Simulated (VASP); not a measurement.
Output of a VASP run:

### OSZICAR
```
       N       E                     dE             d eps       ncg     rms          rms(c)
DAV:   1     0.473610973778E+02    0.47361E+02   -0.11786E+04  3804   0.135E+03
DAV:   2    -0.178434303487E+02   -0.65205E+02   -0.64202E+02  4620   0.267E+02
DAV:   3    -0.198540871782E+02   -0.20107E+01   -0.19770E+01  5130   0.308E+01
DAV:   4    -0.198731452778E+02   -0.19058E-01   -0.19012E-01  4286   0.371E+00
DAV:   5    -0.198734801458E+02   -0.33487E-03   -0.33503E-03  5212   0.384E-01    0.641E+01
DAV:   6    -0.193620354884E+02    0.51144E+00   -0.51455E-01  4044   0.558E+00    0.380E+01
DAV:   7    -0.191849265072E+02    0.17711E+00   -0.88562E-01  4044   0.700E+00    0.197E+00
DAV:   8    -0.191746162884E+02    0.10310E-01   -0.60444E-02  4128   0.186E+00    0.302E-01
DAV:   9    -0.191747070066E+02   -0.90718E-04   -0.12189E-03  5250   0.283E-01    0.215E-01
DAV:  10    -0.191746937771E+02    0.13230E-04   -0.73872E-05  4344   0.682E-02    0.329E-01
DAV:  11    -0.191746977214E+02   -0.39444E-05   -0.11304E-05  4710   0.298E-02    0.189E-02
DAV:  12    -0.191746981288E+02   -0.40735E-06   -0.82084E-07  5148   0.693E-03    0.735E-03
DAV:  13    -0.191746980015E+02    0.12728E-06   -0.20925E-08  2964   0.137E-03    0.416E-03
DAV:  14    -0.191746978938E+02    0.10764E-06   -0.39059E-09  2688   0.629E-04    0.420E-05
DAV:  15    -0.191746978978E+02   -0.39308E-08   -0.60017E-10  2562   0.206E-04
   1 F= -.19174698E+02 E0= -.19174698E+02  d E =0.000000E+00
```

### OUTCAR
```
------------------------ aborting loop because EDIFF is reached ----------------------------------------
  FORCE on cell =-STRESS in cart. coord.  units (eV):
  Direction    XX          YY          ZZ          XY          YZ          ZX
  --------------------------------------------------------------------------------------
  Total       -0.0383087     -0.0383087     -0.0295079      0.0000000      0.0000000      0.0000000
  in kB       -1.3404984     -1.3404983     -1.0325387      0.0000000      0.0000000      0.0000000
  external PRESSURE =      -1.2378451 kB  Pullay stress =       0.0000000 kB
  volume of cell :       45.79
      direct lattice vectors                 reciprocal lattice vectors
     1.610855553 -2.790083623  0.000000000     0.310394063 -0.179206098  0.000000000
     1.610855553  2.790083623  0.000000000     0.310394063  0.179206098  0.000000000
     0.000000000  0.000000000  5.093754720     0.000000000  0.000000000  0.196318836
 POSITION                                       TOTAL-FORCE (eV/Angst)
 -----------------------------------------------------------------------------------
      1.61086      0.93003      1.27344         0.000000     -0.000000      0.000000
      1.61086     -0.93003      3.82032        -0.000000      0.000000      0.000000
 -----------------------------------------------------------------------------------
    total drift:                                0.000000      0.000186     -0.000016
  FREE ENERGIE OF THE ION-ELECTRON SYSTEM (eV)
  ---------------------------------------------------
  free  energy   TOTEN  =       -19.1746978978 eV

  energy  without entropy=      -19.1746978978  energy(sigma->0) =      -19.17469790

 total charge

# of ion       s       p       d       tot
------------------------------------------
    1        0.389   6.377   1.509   8.275
    2        0.389   6.377   1.509   8.275
--------------------------------------------------
tot          0.777  12.755   3.018  16.551
```
(Selected blocks of OUTCAR.)

File POSCAR:
```
Hf
1
    1.6108555534    -2.7900836229     0.0000000000
    1.6108555534     2.7900836229    -0.0000000000
    0.0000000000     0.0000000000     5.0937547204
Hf
2
Direct
  0.3333330000   0.6666670000   0.2500000000
  0.6666670000   0.3333330000   0.7500000000
```

Task: Reconstruct the remaining input files.

Result: This is not unique; one that fits is the input of the run itself, revPBE GGA, plane waves, VASP's PBE PAW potentials (set 64).

### KPOINTS
```
kpoints
0
gamma
  15 15 8
0 0 0
```

INCAR:
```
EDIFF  =  1E-7
LREAL  =  F
LASPH  =  T   ! aspherical one-centre terms
LCHARG  =  T
LORBIT  =  11
ENCUT  =  520   ! plane-wave cut-off (eV)
NELM  =  100   ! most electronic steps
NEDOS  =  601
ALGO  =  Normal
GGA  =  RE   ! revPBE
SYSTEM  =  Hf
ISMEAR  =  -5   ! tetrahedra, Bloechl
ISIF  =  2   ! forces and stress, cell fixed
LWAVE  =  F
LMAXMIX  =  6   ! l cut-off of mixed one-centre charges
PREC  =  Accurate
```

POTCAR, in this order: Hf_pv (PBE.64 set). Program: vasp_std.

For a metal the tetrahedron method with Blöchl corrections gives inexact stress and forces.

The compound is Hf in the hcp structure. It was relaxed first.
